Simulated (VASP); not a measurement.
Method: PBEsol GGA, VASP's PBE PAW potentials (set 64) (plane waves; VASP 6.6.1).

A VASP calculation is set up with these files.

POSCAR:
```
MgZn3S4
1
    6.2763829033     0.0000000000    -0.0001397415
    0.0000000000     3.8386638772     0.0000000000
   -0.0053872060     0.0000000000     6.6556189691
Mg Zn S
1 3 4
Direct
  0.5003539306   0.0000000000   0.6664625476
  0.4995884091   0.5000000000   0.1667231953
  0.9993352910   0.5000000000   0.8364967891
  0.9987387190   0.0000000000   0.3299605819
  0.1123524793   0.0000000000   0.6653300790
  0.1271002877   0.5000000000   0.1673066483
  0.6307563418   0.5000000000   0.8440235497
  0.6278745416   0.0000000000   0.3235966092
```

File KPOINTS:
```
Automatic mesh
0
Gamma
3 5 3
0 0 0
```

**INCAR**
```
# general
SYSTEM   =  MgZn3S4
PREC     =  Accurate
ENCUT    =  400   # plane-wave cut-off (eV)
LREAL    =  .False.
LASPH    =  .True.   # aspherical one-centre terms

# electronic loop
EDIFF    =  1E-6   # SCF stop (eV)
NELM     =  100
ALGO     =  Normal   # blocked Davidson
LMAXMIX  =  4

# smearing
ISMEAR   =  0
SIGMA    =  0.05

# functional
GGA      =  PS   # PBEsol

# ions
IBRION   =  2
NSW      =  60   # most ionic steps
ISIF     =  3   # ions, shape and volume
EDIFFG   =  -0.02   # ionic stop

# output
LWAVE    =  .False.
LCHARG   =  .False.
```

POTCAR, in this order: Mg Zn S (PBE.64 set). Program: vasp_std.

The resulting files:

File OSZICAR:
```
       N       E                     dE             d eps       ncg     rms          rms(c)
DAV:   1     0.423566954583E+03    0.42357E+03   -0.24199E+04  1110   0.155E+03
DAV:   2     0.190816566853E+02   -0.40449E+03   -0.39102E+03  1181   0.364E+02
DAV:   3    -0.314190321941E+02   -0.50501E+02   -0.49907E+02  1263   0.130E+02
DAV:   4    -0.333074971304E+02   -0.18885E+01   -0.18837E+01  1362   0.262E+01
DAV:   5    -0.333414043510E+02   -0.33907E-01   -0.33897E-01  1358   0.356E+00    0.126E+01
DAV:   6    -0.315085352948E+02    0.18329E+01   -0.40598E+00  1672   0.554E+01    0.988E+00
DAV:   7    -0.316348413860E+02   -0.12631E+00   -0.56003E+00  1230   0.102E+01    0.464E+00
DAV:   8    -0.315739260580E+02    0.60915E-01   -0.45271E-01  1460   0.820E+00    0.204E+00
DAV:   9    -0.315738510138E+02    0.75044E-04   -0.64185E-02  1468   0.525E+00    0.438E-01
DAV:  10    -0.315744658558E+02   -0.61484E-03   -0.10096E-02  1316   0.217E+00    0.247E-01
DAV:  11    -0.315747303684E+02   -0.26451E-03   -0.18170E-03  1415   0.676E-01    0.141E-01
DAV:  12    -0.315749109942E+02   -0.18063E-03   -0.50283E-04  1257   0.209E-01    0.261E-02
DAV:  13    -0.315749138697E+02   -0.28755E-05   -0.66214E-05  1404   0.171E-01    0.198E-02
DAV:  14    -0.315749181110E+02   -0.42413E-05   -0.13381E-05  1380   0.651E-02    0.970E-03
DAV:  15    -0.315749207449E+02   -0.26339E-05   -0.88177E-06  1223   0.256E-02    0.611E-03
DAV:  16    -0.315749205487E+02    0.19614E-06   -0.10835E-06   803   0.156E-02
   1 F= -.31574921E+02 E0= -.31574921E+02  d E =-.315749E+02
       N       E                     dE             d eps       ncg     rms          rms(c)
DAV:   1    -0.315764866415E+02   -0.15659E-02   -0.64482E-02  1315   0.232E+00    0.302E-01
DAV:   2    -0.315754996272E+02    0.98701E-03   -0.91426E-03  1375   0.145E+00    0.121E-01
DAV:   3    -0.315753543454E+02    0.14528E-03   -0.46988E-04  1254   0.145E-01    0.682E-02
DAV:   4    -0.315752971283E+02    0.57217E-04   -0.89038E-05  1335   0.606E-02    0.238E-02
DAV:   5    -0.315752946410E+02    0.24872E-05   -0.20024E-05  1457   0.732E-02    0.105E-02
DAV:   6    -0.315752947297E+02   -0.88711E-07   -0.59510E-06  1127   0.582E-02
   2 F= -.31575295E+02 E0= -.31575295E+02  d E =-.374181E-03
       N       E                     dE             d eps       ncg     rms          rms(c)
DAV:   1    -0.315754834713E+02   -0.18883E-03   -0.81445E-03  1315   0.825E-01    0.108E-01
DAV:   2    -0.315753560715E+02    0.12740E-03   -0.11541E-03  1375   0.517E-01    0.429E-02
DAV:   3    -0.315753382110E+02    0.17861E-04   -0.60159E-05  1254   0.515E-02    0.243E-02
DAV:   4    -0.315753315460E+02    0.66651E-05   -0.11208E-05  1335   0.236E-02    0.860E-03
DAV:   5    -0.315753314180E+02    0.12792E-06   -0.21796E-06   833   0.287E-02
   3 F= -.31575331E+02 E0= -.31575331E+02  d E =-.410869E-03
```

File OUTCAR:
```
------------------------ aborting loop because EDIFF is reached ----------------------------------------
  FORCE on cell =-STRESS in cart. coord.  units (eV):
  Direction    XX          YY          ZZ          XY          YZ          ZX
  --------------------------------------------------------------------------------------
  Total        0.0475377      0.0934953      0.0715273      0.0000000      0.0000000      0.0059399
  in kB        0.4759290      0.9360399      0.7161039      0.0000000      0.0000000      0.0594676
  external PRESSURE =       0.7093576 kB  Pullay stress =       0.0000000 kB
  volume of cell :      160.03
      direct lattice vectors                 reciprocal lattice vectors
     6.274739238  0.000000000 -0.000273122     0.159369178  0.000000000  0.000132397
     0.000000000  3.833301560  0.000000000     0.000000000  0.260871728  0.000000000
    -0.005527277  0.000000000  6.653307266     0.000006542  0.000000000  0.150301196
 POSITION                                       TOTAL-FORCE (eV/Angst)
 -----------------------------------------------------------------------------------
      3.13550      0.00000      4.43374        -0.011305      0.000000     -0.012862
      3.13313      1.91665      1.11094        -0.013550      0.000000      0.006010
      6.26774      1.91665      5.56569         0.011111      0.000000      0.013031
      6.26625      0.00000      2.19390         0.003665      0.000000     -0.008110
      0.69812      0.00000      4.42693        -0.015341      0.000000     -0.008906
      0.79648      1.91665      1.11351         0.006403      0.000000     -0.000315
      3.95445      1.91665      5.61659         0.010041      0.000000      0.016873
      3.93808      0.00000      2.15004         0.008975      0.000000     -0.005721
 -----------------------------------------------------------------------------------
    total drift:                               -0.003413     -0.000000      0.000615
  FREE ENERGIE OF THE ION-ELECTRON SYSTEM (eV)
  ---------------------------------------------------
  free  energy   TOTEN  =       -31.5753314180 eV

  energy  without entropy=      -31.5753314180  energy(sigma->0) =      -31.57533142

 reached required accuracy - stopping structural energy minimisation
```
(Selected blocks of OUTCAR.)

### CONTCAR
```
MgZn3S4
   1.00000000000000
     6.2747392379602083    0.0000000000000000   -0.0002731217170690
     0.0000000000000000    3.8333015598133846    0.0000000000000000
    -0.0055272769478517    0.0000000000000000    6.6533072661658501
  Mg              Zn              S
     1     3     4
Direct
     0.5002891700408857    0.0000000000000000    0.6664167094749159
     0.4994711687887133    0.5000000000000000    0.1669963027940848
     0.9996211008671561    0.5000000000000000    0.8365713278117642
     0.9989374056282587    0.0000000000000000    0.3297861657940692
     0.1118447810504820    0.0000000000000000    0.6653779312652723
     0.1270825240870071    0.5000000000000000    0.1673669747623552
     0.6309606167117525    0.5000000000000000    0.8442059204501680
     0.6278932329257519    0.0000000000000000    0.3231786677473689
```

The structure comes from a computed database's MgZn3S4 entry (Pm); how it stands against other phases isn't given here. This run relaxes it. Symmetry was kept, so distortions that lower it aren't found. The start is the result of an earlier pass.
